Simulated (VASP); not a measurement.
```yaml
crystal:
  lattice:
    - [-2.56087, 2.56087, 2.56087]
    - [2.56087, -2.56087, 2.56087]
    - [2.56087, 2.56087, -2.56087]
  atoms:
    - { symbol: Ge, position: [0.00000, 0.00000, 0.00000] }
    - { symbol: F, position: [0.00000, 0.61706, 0.00000] }
    - { symbol: F, position: [0.38294, 0.38294, 0.38294] }
    - { symbol: F, position: [0.61706, 0.00000, 0.00000] }
    - { symbol: F, position: [0.00000, 0.00000, 0.61706] }
```

Method: LDA (Ceperley-Alder, Perdew-Zunger), VASP's LDA PAW potentials (set 64) (plane waves; VASP). Run with 520 eV cut-off, 6×6×6 Γ-centred mesh, Gaussian smearing of 0.010 eV, potentials Ge_d F.

Problem. Give the electronic dielectric tensor ε∞ (DFPT, local fields included).

Solution. 
```
2.13  0.00  0.00
0.00  2.13  0.00
0.00  0.00  2.13
```

Problem. Give the Born effective charges.

Solution. 
```
atom   Z*xx   Z*yy   Z*zz   mean
----  -----  -----  -----  -----
Ge1    3.27   3.27   3.27   3.27
F2    -0.82  -0.82  -0.82  -0.82
F3    -0.82  -0.82  -0.82  -0.82
F4    -0.82  -0.82  -0.82  -0.82
F5    -0.82  -0.82  -0.82  -0.82
```

Problem. And the static tensor with the ions free?

Solution. 
```
3.80  0.00  0.00
0.00  3.80  0.00
0.00  0.00  3.80
```

Problem. Which frequencies do the optical Γ-point modes have (no LO-TO splitting)?

Solution. 166 (×3), 167 (×2), 227 (×3), 684, 741 (×3) cm⁻¹.

The piezoelectric tensor e of the same run, ions relaxed (C/m²):

```tsv
	xx	yy	zz	yz	xz	xy
x	0.00	0.00	0.00	0.46	0.00	0.00
y	0.00	0.00	0.00	0.00	0.46	0.00
z	0.00	0.00	0.00	0.00	0.00	0.46
```

The structure comes from a computed database's GeF4 entry (I-43m); how it stands against other phases isn't given here. It was relaxed first, which changed the volume by -10 %.
